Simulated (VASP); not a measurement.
Consider the following.

```
CELL_PARAMETERS angstrom
     -1.25070     1.25070     1.25070
      1.25070    -1.25070     1.25070
      1.25070     1.25070    -1.25070
ATOMIC_POSITIONS crystal
  Be 0.00000 0.00000 0.00000
```

Calculation: r2SCAN meta-GGA, VASP's PBE PAW potentials (set 64) (plane waves; VASP 6.6.1). Settings: 400 eV cut-off, 23×23×23 Γ-centred mesh, tetrahedra with Blöchl corrections, potentials Be.

**Question.** Give the energies of bands 1 to 3 at the high-symmetry points, in eV from the Fermi level.

**Answer.** 
```json
[
 {"band": "1", "Γ": "-13.27", "H": "4.32", "N": "-5.65", "P": "0.56"},
 {"band": "2", "Γ": "21.05", "H": "4.32", "N": "0.23", "P": "0.56"},
 {"band": "3", "Γ": "21.05", "H": "4.32", "N": "13.32", "P": "0.56"}
]
```

It has no gap at this level: it comes out as a metal or semimetal.

The structure was generated: Be was put into the bcc type (Im-3m), which need not be its known phase. It was relaxed first.
